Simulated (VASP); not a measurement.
# RbCl (relaxed from the rock salt structure, space group Fm-3m): computed properties

All values below come from PBE GGA, VASP's PBE PAW potentials (set 64) (plane waves; VASP).

| Item | Result |
|---|---|
| space group | Fm-3m (225) |
| cell | a = b = c = 6.693 Å, α = β = γ = 90.00° |
| volume per atom | 37.49 Å³/atom |
| band gap (over mesh and band path) | 4.84 eV |
| smallest direct gap (over mesh and band path) | 4.84 eV |
| band-edge character | direct, Γ to Γ |
| density | 2.68 g/cm³ |

```cif
data_Cl4Rb4
_chemical_formula_sum 'Rb4 Cl4'
_space_group_name_H-M_alt 'Fm-3m'
_space_group_IT_number 225
_space_group_name_Hall '-F 4 2 3'
_cell_length_a 6.69347
_cell_length_b 6.69347
_cell_length_c 6.69347
_cell_angle_alpha 90.000
_cell_angle_beta 90.000
_cell_angle_gamma 90.000
loop_
_atom_site_label
_atom_site_type_symbol
_atom_site_symmetry_multiplicity
_atom_site_Wyckoff_symbol
_atom_site_fract_x
_atom_site_fract_y
_atom_site_fract_z
_atom_site_occupancy
Rb1 Rb 4 a 0.00000 0.00000 0.00000 1
Cl1 Cl 4 b 0.50000 0.50000 0.50000 1
```
(The calculation used a cell of 2 atoms; values per cell refer to that cell.)

The structure was generated: RbCl was put into the rock salt type (Fm-3m), which need not be its known phase. It was relaxed first, which changed the volume by -11 %. Symmetry was kept, so distortions that lower it aren't found.
